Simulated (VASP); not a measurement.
Method: PBE GGA, VASP's PBE PAW potentials (set 64) (plane waves; VASP).

A VASP calculation is set up with these files.

### INCAR
```
# general
SYSTEM  =  Ca
PREC    =  Accurate
ENCUT   =  400
LREAL   =  .FALSE.
LASPH   =  .TRUE.

# electronic loop
EDIFF   =  1E-6
NELM    =  100
ALGO    =  Normal

# smearing
ISMEAR  =  1
SIGMA   =  0.1

# functional
GGA     =  PE

# ions
ISIF    =  2

# output
LWAVE   =  .FALSE.
LCHARG  =  .FALSE.
```

File POSCAR:
```
Ca
1
    0.0000000000     2.7900000000     2.7900000000
    2.7900000000     0.0000000000     2.7900000000
    2.7900000000     2.7900000000     0.0000000000
Ca
1
Direct
  0.0000000000   0.0000000000   0.0000000000
```

### KPOINTS
```
Automatic mesh
0
Gamma
10 10 10
0 0 0
```

POTCAR, in this order: Ca_sv (PBE.64 set). Program: vasp_std.

Output

### OSZICAR
```
       N       E                     dE             d eps       ncg     rms          rms(c)
DAV:   1     0.546995075232E+02    0.54700E+02   -0.45636E+03   846   0.829E+02
DAV:   2    -0.954453697141E+00   -0.55654E+02   -0.55456E+02   883   0.212E+02
DAV:   3    -0.191365717665E+01   -0.95920E+00   -0.95674E+00  1343   0.299E+01
DAV:   4    -0.193822125200E+01   -0.24564E-01   -0.24554E-01  1291   0.377E+00
DAV:   5    -0.193852623692E+01   -0.30498E-03   -0.30482E-03  1327   0.289E-01    0.224E+00
DAV:   6    -0.193227658557E+01    0.62497E-02   -0.11126E-02  1094   0.132E+00    0.137E+00
DAV:   7    -0.193069066206E+01    0.15859E-02   -0.16510E-02  1040   0.176E+00    0.102E-01
DAV:   8    -0.193029230631E+01    0.39836E-03   -0.20897E-03  1007   0.481E-01    0.206E-02
DAV:   9    -0.193030672913E+01   -0.14423E-04   -0.13490E-04  1349   0.886E-02    0.607E-03
DAV:  10    -0.193030693149E+01   -0.20236E-06   -0.81135E-06  1164   0.324E-02
   1 F= -.19303069E+01 E0= -.19304289E+01  d E =0.365773E-03
```

### OUTCAR
```
------------------------ aborting loop because EDIFF is reached ----------------------------------------
  FORCE on cell =-STRESS in cart. coord.  units (eV):
  Direction    XX          YY          ZZ          XY          YZ          ZX
  --------------------------------------------------------------------------------------
  Total       -0.1345481     -0.1345481     -0.1345481      0.0000000      0.0000000     -0.0000000
  in kB       -4.9630156     -4.9630156     -4.9630156      0.0000000      0.0000000     -0.0000000
  external PRESSURE =      -4.9630156 kB  Pullay stress =       0.0000000 kB
  volume of cell :       43.44
      direct lattice vectors                 reciprocal lattice vectors
     0.000000000  2.790000000  2.790000000    -0.179211470  0.179211470  0.179211470
     2.790000000  0.000000000  2.790000000     0.179211470 -0.179211470  0.179211470
     2.790000000  2.790000000  0.000000000     0.179211470  0.179211470 -0.179211470
 POSITION                                       TOTAL-FORCE (eV/Angst)
 -----------------------------------------------------------------------------------
      0.00000      0.00000      0.00000         0.000000     -0.000000      0.000000
 -----------------------------------------------------------------------------------
    total drift:                               -0.000000     -0.000000     -0.000000
  FREE ENERGIE OF THE ION-ELECTRON SYSTEM (eV)
  ---------------------------------------------------
  free  energy   TOTEN  =        -1.9303069315 eV

  energy  without entropy=       -1.9306727045  energy(sigma->0) =       -1.93042886
```
(Selected blocks of OUTCAR.)

The compound is Ca in the fcc structure. The cell was not relaxed at this level.
